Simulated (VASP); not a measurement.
Shape and ions are relaxed at each volume.

Data:

```
Be
1.0
    1.14009    -1.97469     0.00000
    1.14009     1.97469     0.00000
    0.00000     0.00000     3.60256
Be
2
Cartesian
  1.14009   0.65823   0.90064
  1.14009  -0.65823   2.70192
```

All values below come from RPBE GGA, VASP's PBE PAW potentials (set 64) (plane waves; VASP). Run with 520 eV cut-off, 18×18×10 Γ-centred mesh, first-order Methfessel-Paxton smearing of 0.10 eV, potentials Be.

Q: Give the energy at these volumes per atom, relative to the lowest: 7.63, 7.88, 8.12, 8.37, 8.61 Å³.

A: 11.2, 2.5, 0.0, 2.8, 10.4 meV/atom. A third-order Birch-Murnaghan fit gives B0 = 118 GPa and B0′ = 3.3.

The compound is Be in the hcp structure. It was relaxed first.
